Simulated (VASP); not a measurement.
Consider the following.

```
CELL_PARAMETERS angstrom
      0.00000     2.81416     2.81416
      2.81416     0.00000     2.81416
      2.81416     2.81416     0.00000
ATOMIC_POSITIONS crystal
  In 0.00000 0.00000 0.00000
  Sb 0.50000 0.50000 0.50000
```

Computed with PBEsol GGA, VASP's PBE PAW potentials (set 64) (plane waves; VASP). Run with 500 eV cut-off, 11×11×11 Γ-centred mesh, first-order Methfessel-Paxton smearing of 0.10 eV, potentials In_d Sb.

Unless said otherwise, spin-orbit coupling is left out, though it shifts the bands of the heavy elements here.

Question: Estimate the energy per atom (σ→0), pressure, band gap (on the k-mesh) with the smallest direct gap where there is one.

Answer: 
```yaml
band gap (on the k-mesh): none (metal, semimetal or under 0.01 eV)
energy per atom (σ→0): -3.501 eV/atom
pressure: 19.91 GPa
```

The absolute energy has meaning only against runs of the same code, potentials and settings.

The structure was generated: InSb was put into the rock salt type (Fm-3m), which need not be its known phase. It was relaxed first under an external pressure of 20 GPa.
